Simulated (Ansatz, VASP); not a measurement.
## Ca2Os3: VASP beside Ansatz

```
Ca Os
1.0
     4.46091    0.00000    0.00000
     0.00000    4.46091    0.00000
     0.00000    0.00000    4.46091
Ca Os
2 3
Direct
  0.00000 0.00000 0.00000
  0.50000 0.50000 0.50000
  0.00000 0.50000 0.50000
  0.50000 0.00000 0.50000
  0.50000 0.50000 0.00000
```

Alike in both runs: task single point; functional PBE; k mesh 4 × 4 × 4; occupations gaussian, width 0.1 eV; no spin polarisation.

```csv
,VASP,Ansatz
version,VASP 6.6.1,Ansatz 0.2.0
potentials or method,"VASP PAW PBE potentials, release 64 (Ca_sv, Os)","scalar-relativistic, plane waves, PAW"
plane-wave cutoff (eV),520,420
valence electrons in the cell,44,68
```

|  | VASP | Ansatz | Ansatz less VASP |
| --- | --- | --- | --- |
| gap on the k mesh at the Fermi level (eV) | none | none | - |
| pressure (GPa) | 25.2 | 23.3 | -1.88 |

A gap of «none» marks a metal or a gap that the smearing closes. The two sets of potentials don't hold the same shells in valence.

Caveats: so large a pressure means that the cell lies far from this level's equilibrium, or that cutoff or potentials fall short (VASP). Spin-orbit coupling is left out, which matters for the levels of Os.
